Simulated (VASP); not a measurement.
Data:

```
Al
1.0
    2.82584     0.00000     0.00000
   -1.41292     2.44725     0.00000
    0.00000     0.00000     4.60295
Al
2
Direct
  0.66667   0.33333   0.75000
  0.33333   0.66667   0.25000
```

Computed with LDA (Ceperley-Alder, Perdew-Zunger), VASP's LDA PAW potentials (set 64) (plane waves; VASP). Settings: 400 eV cut-off, 13×13×7 Γ-centred mesh, first-order Methfessel-Paxton smearing of 0.10 eV, potentials Al.

### Question
Estimate the energy per atom (σ→0), band gap (on the k-mesh) with the smallest direct gap where there is one.

### Answer

```json
{
 "band gap (on the k-mesh)": "none (metal, semimetal or under 0.01 eV)",
 "energy per atom (σ→0)": "-4.160 eV/atom"
}
```

Only differences to runs with the same potentials and settings are physical.

The structure comes from a computed database's Al entry (P6_3/mmc); how it stands against other phases isn't given here. It was relaxed first. The start is the result of an earlier pass.
